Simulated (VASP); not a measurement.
Input for VASP

**INCAR**
```
SYSTEM = GaAs
PREC = Accurate
ENCUT = 400
EDIFF = 1E-6
NELM = 25
ALGO = VeryFast
LREAL = .FALSE.
LASPH = .TRUE.
ISMEAR = 0
SIGMA = 0.05
GGA = PE
LMAXMIX = 4
LWAVE = .FALSE.
LCHARG = .FALSE.
ISIF = 2
HFSCREEN = 0.2
AEXX = 0.25
LHFCALC = .TRUE.
PRECFOCK = Fast
ISYM = 3
```

**POSCAR**
```
GaAs
1
    0.0000000000     2.8250000000     2.8250000000
    2.8250000000     0.0000000000     2.8250000000
    2.8250000000     2.8250000000     0.0000000000
Ga As
1 1
Direct
  0.0000000000   0.0000000000   0.0000000000
  0.2500000000   0.2500000000   0.2500000000
```

File KPOINTS:
```
Automatic mesh
0
Gamma
2 2 2
0 0 0
```

POTCAR, in this order: Ga_d As (PBE.64 set). Program: vasp_std.

Task: What happens when VASP runs on this input?

Result: There is a fault: a hybrid functional was run with ALGO = VeryFast. The run did not converge; its last values are not results. Against the sound run, the energy per atom (σ→0) rises by 41.813 eV/atom; the pressure falls by 410.75 GPa; the band gap decreases by 1.41 eV.

standard output:
```
 POSCAR found type information on POSCAR GaAs
 POSCAR found :  2 types and       2 ions
 Reading from existing POTCAR
 Reading from existing POTCAR
 LDA part: xc-table for (Slater+PW92), standard interpolation
 POSCAR, INCAR and KPOINTS ok, starting setup
 WAVECAR not read
 entering main loop
       N       E                     dE             d eps       ncg     rms          rms(c)
RMM:   1    -0.984338815565E+03   -0.98434E+03   -0.77707E+03    39   0.157E+03
RMM:   2    -0.988740404293E+03   -0.44016E+01   -0.23185E+03    39   0.387E+02
RMM:   3    -0.942500117188E+03    0.46240E+02   -0.51644E+02    39   0.197E+02
RMM:   4    -0.945012537908E+03   -0.25124E+01   -0.37942E+01    39   0.760E+01
RMM:   5    -0.946393800454E+03   -0.13813E+01   -0.17626E+01    39   0.489E+01
RMM:   6    -0.947368511322E+03   -0.97471E+00   -0.10994E+01    39   0.319E+01
RMM:   7    -0.947871958984E+03   -0.50345E+00   -0.75995E+00    39   0.242E+01
RMM:   8    -0.948182911764E+03   -0.31095E+00   -0.53327E+00    39   0.183E+01
RMM:   9    -0.948710134205E+03   -0.52722E+00   -0.72240E+00   130   0.158E+01
RMM:  10    -0.948697374513E+03    0.12760E-01   -0.10980E+00   114   0.882E+00
RMM:  11    -0.948534934745E+03    0.16244E+00   -0.64163E-01   119   0.742E+00
RMM:  12    -0.948530294125E+03    0.46406E-02   -0.47018E-01   117   0.739E+00    0.431E+00
RMM:  13     0.768072227652E+02    0.10253E+04   -0.19297E+01   143   0.517E+01    0.374E+00
RMM:  14     0.756295302129E+02   -0.11777E+01   -0.20562E+00   128   0.134E+01    0.256E+00
RMM:  15     0.758604131353E+02    0.23088E+00   -0.56683E-01   115   0.976E+00    0.175E+00
RMM:  16     0.758782728756E+02    0.17860E-01   -0.49978E-01   122   0.920E+00    0.110E+00
RMM:  17     0.758966567274E+02    0.18384E-01   -0.53996E-01   128   0.968E+00    0.664E-01
RMM:  18     0.759035454578E+02    0.68887E-02   -0.46832E-01   122   0.915E+00    0.350E-01
RMM:  19     0.759073387226E+02    0.37933E-02   -0.50682E-01   123   0.933E+00    0.221E-01
RMM:  20     0.759075588537E+02    0.22013E-03   -0.50852E-01   129   0.935E+00    0.962E-02
RMM:  21     0.759052705310E+02   -0.22883E-02   -0.51738E-01   129   0.928E+00    0.477E-02
RMM:  22     0.759039648246E+02   -0.13057E-02   -0.51765E-01   129   0.903E+00    0.343E-02
RMM:  23     0.759027267807E+02   -0.12380E-02   -0.50565E-01   127   0.895E+00    0.222E-02
RMM:  24     0.759057826864E+02    0.30559E-02   -0.51255E-01   131   0.916E+00    0.128E-02
RMM:  25     0.759036997143E+02   -0.20830E-02   -0.51270E-01   128   0.904E+00

 -----------------------------------------------------------------------------
|                                                                             |
|           W    W    AA    RRRRR   N    N  II  N    N   GGGG   !!!           |
|           W    W   A  A   R    R  NN   N  II  NN   N  G    G  !!!           |
|           W    W  A    A  R    R  N N  N  II  N N  N  G       !!!           |
|           W WW W  AAAAAA  RRRRR   N  N N  II  N  N N  G  GGG   !            |
|           WW  WW  A    A  R   R   N   NN  II  N   NN  G    G                |
|           W    W  A    A  R    R  N    N  II  N    N   GGGG   !!!           |
|                                                                             |
|     The electronic self-consistency was not achieved in the given           |
|     number of steps (NELM). The forces and other quantities evaluated       |
|     might not be reliable so examine the results carefully. If you find     |
|     spurious results, we suggest increasing NELM, if you were close to      |
|     convergence or switching to a different ALGO or adjusting the           |
|     density mixing parameters otherwise.                                    |
|                                                                             |
 -----------------------------------------------------------------------------

   1 F= 0.75903700E+02 E0= 0.75903700E+02  d E =-.136311E-10
```

**OUTCAR**
```
------------------------ aborting loop EDIFF was not reached (unconverged)  ----------------------------
  FORCE on cell =-STRESS in cart. coord.  units (eV):
  Direction    XX          YY          ZZ          XY          YZ          ZX
  --------------------------------------------------------------------------------------
  Total     -113.7856281   -113.7856281   -113.7856281      0.0000000      0.0000000      0.0000000
  in kB    -4043.0828544  -4043.0828544  -4043.0828544      0.0000000      0.0000000      0.0000000
  external PRESSURE =   -4043.0828544 kB  Pullay stress =       0.0000000 kB
  volume of cell :       45.09
      direct lattice vectors                 reciprocal lattice vectors
     0.000000000  2.825000000  2.825000000    -0.176991150  0.176991150  0.176991150
     2.825000000  0.000000000  2.825000000     0.176991150 -0.176991150  0.176991150
     2.825000000  2.825000000  0.000000000     0.176991150  0.176991150 -0.176991150
  FREE ENERGIE OF THE ION-ELECTRON SYSTEM (eV)
  ---------------------------------------------------
  free  energy   TOTEN  =        75.9036997143 eV

  energy  without entropy=       75.9036997143  energy(sigma->0) =       75.90369971

  exchange ACFDT corr.  =        -0.00000000  see jH, gK, PRB 81, 115126
```
(Selected blocks of OUTCAR.)

To mend it, set ALGO = Normal.

The mended run (HSE06 screened hybrid, plane waves, VASP's PBE PAW potentials (set 64)) converges, and its OSZICAR ends with
```
   1 F= -.77230046E+01 E0= -.77230046E+01  d E =-.127764E-14
```

The compound is GaAs in the zinc blende structure. The cell was not relaxed at this level.
